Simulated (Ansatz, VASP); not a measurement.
## MgBe2S3 in VASP and in Ansatz

INCAR

```
  ALGO = Normal
  EDIFF = 1E-7
  ENCUT = 520
  GGA = PE
  ISIF = 2
  ISMEAR = 0
  LASPH = True
  LCHARG = False
  LREAL = False
  LWAVE = False
  NBANDS = 21
  NELM = 80
  PREC = Accurate
  SIGMA = 0.1
```

The input KPOINTS:

```
k-points
0
Gamma
  6 6 4
```

Contents of POSCAR:

```
MgBe2S3
1.0
    4.5379726800      0.0000000000      0.0000000000
   -2.2689863400      3.9299996300      0.0000000000
    0.0000000000      0.0000000000      6.0720966600
Mg Be S
1 2 3
Direct
    0.0000000000      0.0000000000      0.5000000000
    0.0000000000      0.0000000000      0.8657374600
    0.0000000000      0.0000000000      0.1342625400
    0.5000000000      0.0000000000      0.0000000000
    0.0000000000      0.5000000000      0.0000000000
    0.5000000000      0.5000000000      0.0000000000
```

Input for Ansatz:

```yaml
crystal:
  lattice:
    - [4.53797268, 0.0, 0.0]
    - [-2.26898634, 3.92999963, 0.0]
    - [0.0, 0.0, 6.07209666]
  atoms:
    - { symbol: Mg, position: [0.0, 0.0, 0.5] }
    - { symbol: Be, position: [0.0, 0.0, 0.86573746] }
    - { symbol: Be, position: [0.0, 0.0, 0.13426254] }
    - { symbol: S, position: [0.5, 0.0, 0.0] }
    - { symbol: S, position: [0.0, 0.5, 0.0] }
    - { symbol: S, position: [0.5, 0.5, 0.0] }
basis:
  ecutwfc: 420
kpoints:
  mp_grid: { grid: [6, 6, 4] }
hamiltonian:
  xc: pbe
scf:
  occupations: { method: gaussian, width: 0.1 }
  lower_state_search: "off"
output:
  forces: true
  stress: true
  eigenvalues: true
```

Alike in both runs: task single point; functional PBE; k mesh 6 × 6 × 4; occupations gaussian, width 0.1 eV; no spin polarisation.

|  | VASP | Ansatz |
| --- | --- | --- |
| version | VASP 6.6.1 | Ansatz 0.2.0 |
| potentials or method | VASP PAW PBE potentials, release 64 (Mg, Be, S) | scalar-relativistic, plane waves, PAW |
| plane-wave cutoff (eV) | 520 | 420 |
| valence electrons in the cell | 24 | 32 |

```csv
,VASP,Ansatz,Ansatz less VASP
gap on the k mesh at the Fermi level (eV),none,none,-
pressure (GPa),19.1,19.2,+0.11
largest component of the traceless stress (GPa),6.44,6.23,-0.210
rms of the force components (eV/Å),1.378,1.371,-0.0063
```

Atom by atom the forces differ by 0.006 eV/Å (rms over components). A gap of «none» marks a metal or a gap that the smearing closes. With one functional, cell and mesh, what is left measures potentials, basis and numerics. The two sets of potentials don't hold the same shells in valence.

Caveats: so large a pressure means that the cell lies far from this level's equilibrium, or that cutoff or potentials fall short (VASP); forces of over 1 eV/Å show positions far from the minimum, so gaps and moduli don't describe the material at rest.
